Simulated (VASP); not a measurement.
Set up this calculation in VASP 6.6.1, as the native input.

```
Task                    : density of states
Functional              : PBE
Potentials or basis     : VASP PAW PBE potentials, release 64 (Ni, Mo_sv, Pd, Ir, W_sv)
Cutoff                  : 520 eV
k mesh                  : 11 × 11 × 3
Occupations             : fermi-dirac, width 0.05 eV
Spin                    : collinear spin, ferromagnetic start
Starting moments        : [1.0, 1.0, 0.0, 0.6, 0.0] μB
k mesh for the DOS      : 17 × 17 × 5
Occupations for the DOS : tetrahedron
Further INCAR settings  : ALGO = Normal; EDIFF = 1e-06
```

Crystal: NiMoIrPdW.

```
Ni Mo Pd Ir W
1.0
     2.76078    0.00000    0.00000
    -1.38039    2.39090    0.00000
     0.00000    0.00000   11.34051
Ni Mo Pd Ir W
1 1 1 1 1
Direct
  0.00000 0.00000 0.70917
  0.66667 0.33333 0.29425
  0.66667 0.33333 0.89901
  0.00000 0.00000 0.10604
  0.66667 0.33333 0.52921
```

The cell was built by a generator and needn't be a form met in nature.

One way to write it, as run:

POSCAR

```
NiMoIrPdW
1.0
    2.7607800000      0.0000000000      0.0000000000
   -1.3803900000      2.3909000000      0.0000000000
    0.0000000000      0.0000000000     11.3405100000
Ni Mo Pd Ir W
1 1 1 1 1
Direct
    0.0000000000      0.0000000000      0.7091700000
    0.6666700000      0.3333300000      0.2942500000
    0.6666700000      0.3333300000      0.8990100000
    0.0000000000      0.0000000000      0.1060400000
    0.6666700000      0.3333300000      0.5292100000
```

INCAR.step1

```
SYSTEM = NiMoIrPdW
  ALGO = Normal
  EDIFF = 1E-6
  ENCUT = 520
  GGA = PE
  ISIF = 2
  ISMEAR = -1
  ISPIN = 2
  KPAR = 4
  LASPH = .TRUE.
  LCHARG = .TRUE.
  LMAXMIX = 4
  LREAL = .FALSE.
  LWAVE = .FALSE.
  MAGMOM = 1 1 0 0.6 0
  NELM = 100
  PREC = Accurate
  SIGMA = 0.05
```

KPOINTS.step1

```
k-points
0
G
  11 11 3
  0 0 0
```

INCAR.step2

```
SYSTEM = NiMoIrPdW
  ALGO = Normal
  EDIFF = 1E-6
  ENCUT = 520
  GGA = PE
  ICHARG = 11
  ISIF = 2
  ISMEAR = -5
  ISPIN = 2
  KPAR = 4
  LASPH = .TRUE.
  LCHARG = .FALSE.
  LMAXMIX = 4
  LORBIT = 11
  LREAL = .FALSE.
  LWAVE = .FALSE.
  MAGMOM = 1 1 0 0.6 0
  NEDOS = 1001
  NELM = 100
  PREC = Accurate
  SIGMA = 0.05
```

KPOINTS.step2

```
k-points
0
G
  17 17 5
  0 0 0
```

Potentials or basis: VASP PAW PBE potentials, release 64 (Ni, Mo_sv, Pd, Ir, W_sv).

Run with:

```bash
$ cat potpaw_PBE.64/Ni/POTCAR potpaw_PBE.64/Mo_sv/POTCAR potpaw_PBE.64/Pd/POTCAR potpaw_PBE.64/Ir/POTCAR potpaw_PBE.64/W_sv/POTCAR > POTCAR
$ cp INCAR.step1 INCAR
$ cp KPOINTS.step1 KPOINTS
$ mpirun -np 4 vasp_std > vasp.out
$ cp INCAR.step2 INCAR
$ cp KPOINTS.step2 KPOINTS
$ mpirun -np 4 vasp_std > vasp.out
```

Results of the run:

| Property | Result |
| --- | --- |
| Net moment | 0.00 μB per cell |
| Valence electrons inside the program's atomic spheres | Ni 9.16; Mo 12.57; Pd 9.44; Ir 8.35; W 12.09 |

Run time: 5.9 min on 4 MPI ranks on Intel(R) Xeon(R) 6975P-C (Granite Rapids) (shared host), peak memory 1.6 GiB a rank.
